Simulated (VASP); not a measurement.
Input for VASP

POSCAR:
```
Zr
1
    3.2239290000     0.0000000000     0.0000000000
   -1.6119650000     2.7920050000     0.0000000000
    0.0000000000     0.0000000000    10.3730150000
Zr
4
Direct
  0.0000000000   0.0000000000   0.0000000000
  0.0000000000   0.0000000000   0.5000000000
  0.3333330000   0.6666670000   0.2500000000
  0.6666670000   0.3333330000   0.7500000000
```

File KPOINTS:
```
K-points
0
G
 11 11 3
0 0 0
```

**INCAR**
```
ISMEAR = 0   # Gaussian
GGA = PE   # PBE
LWAVE = .False.
LCHARG = .False.
LMAXMIX = 4   # l cut-off of mixed one-centre charges
ALGO = Normal   # blocked Davidson
IBRION = 2   # conjugate gradients
NELM = 100   # most electronic steps
LASPH = .True.
NSW = 50   # most ionic steps
ISIF = 3
LREAL = .False.   # projection in real space or not
SIGMA = 0.1   # width (eV)
SYSTEM = Zr
PREC = Accurate
ENCUT = 300   # plane-wave cut-off (eV)
EDIFF = 1E-6   # SCF stop (eV)
EDIFFG = -0.01
```

POTCAR, in this order: Zr_sv (PBE.64 set). Program: vasp_std.

Task: Translate this PBE calculation to Quantum ESPRESSO's pw.x.

Result: One equivalent input (not run):
```
&CONTROL
  calculation = 'vc-relax'
  pseudo_dir = './pseudo'
  outdir = './out'
  tprnfor = .true.
  tstress = .true.
  nstep = 50
  forc_conv_thr = 0.00039
/
&SYSTEM
  ibrav = 0
  nat = 4
  ntyp = 1
  ecutwfc = 66
  occupations = 'smearing'
  smearing = 'gaussian'
  degauss = 0.00735
  input_dft = 'pbe'
/
&ELECTRONS
  conv_thr = 7.3e-08
  electron_maxstep = 100
/
&IONS
/
&CELL
/
ATOMIC_SPECIES
  Zr 91.224 Zr.upf
CELL_PARAMETERS angstrom
     3.2239290    0.0000000    0.0000000
    -1.6119650    2.7920050    0.0000000
     0.0000000    0.0000000   10.3730150
ATOMIC_POSITIONS crystal
  Zr   0.0000000  0.0000000  0.0000000
  Zr   0.0000000  0.0000000  0.5000000
  Zr   0.3333330  0.6666670  0.2500000
  Zr   0.6666670  0.3333330  0.7500000
K_POINTS automatic
  11 11 3 0 0 0
```
The two are equivalent in intent, not identical: the potentials are each code's own (VASP's PAW set, PseudoDojo norm-conserving files in pw.x), so ENCUT and ecutwfc are chosen apart and not converted; conv_thr bounds pw.x's estimated SCF error, while EDIFF bounds the energy change between steps; forc_conv_thr acts on force components and is met together with etot_conv_thr.

The structure was generated: Zr was put into an ordered model structure, which need not be its known phase. This run relaxes it. Symmetry was kept, so distortions that lower it aren't found. The run is one of a series of settings (EDIFFG = -0.01, IBRION = 2, ISIF = 3, NSW = 50 against the base run), some of them coarse on purpose.
